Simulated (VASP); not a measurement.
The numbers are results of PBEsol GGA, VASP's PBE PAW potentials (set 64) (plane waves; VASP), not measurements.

A VASP calculation is set up with these files.

### INCAR
```
! general
SYSTEM  = BaTi2As2O
PREC    = Accurate
ENCUT   = 400   ! plane-wave cut-off (eV)
LREAL   = F   ! projection in real space or not
LASPH   = T

! electronic loop
EDIFF   = 1E-6   ! SCF stop (eV)
NELM    = 100   ! most electronic steps
ALGO    = Normal   ! blocked Davidson
LMAXMIX = 4

! smearing
ISMEAR  = -1
SIGMA   = 0.1

! functional
GGA     = PS

! ions
ISIF    = 2

! output
LWAVE   = F
LCHARG  = F
```

File POSCAR:
```
BaTi2As2O
1
    4.0649700000     0.0000000000     0.0000000000
    0.0000000000     4.0649700000     0.0000000000
    0.0000000000     0.0000000000     7.3673900000
Ba Ti As O
1 2 2 1
Direct
  0.5000000000   0.5000000000   0.5000000000
  0.0000000000   0.5000000000   0.0000000000
  0.5000000000   0.0000000000   0.0000000000
  0.0000000000   0.0000000000   0.2430000000
  0.0000000000   0.0000000000   0.7570000000
  0.5000000000   0.5000000000   0.0000000000
```

KPOINTS:
```
Automatic mesh
0
Gamma
6 6 3
0 0 0
```

POTCAR, in this order: Ba_sv Ti_sv As O (PBE.64 set). Program: vasp_std.

### Question
What will the output report for the number of irreducible k-points (NKPTS), largest plane-wave count, number of space-group operations, FFT grid (NGX, NGY, NGZ)?

### Answer

```yaml
number of irreducible k-points (NKPTS): 20
largest_plane_wave_count: 2232
number_of_space_group_operations: 16
FFT grid (NGX, NGY, NGZ): 28 × 28 × 48
```

The structure comes from a computed database's BaTi2As2O entry (P4/mmm); how it stands against other phases isn't given here. The cell was not relaxed at this level. The run is one of a series of settings (GGA = PS, POTCAR Ba_sv Ti_sv As O (PBE.64 set) against the base run), some of them coarse on purpose.
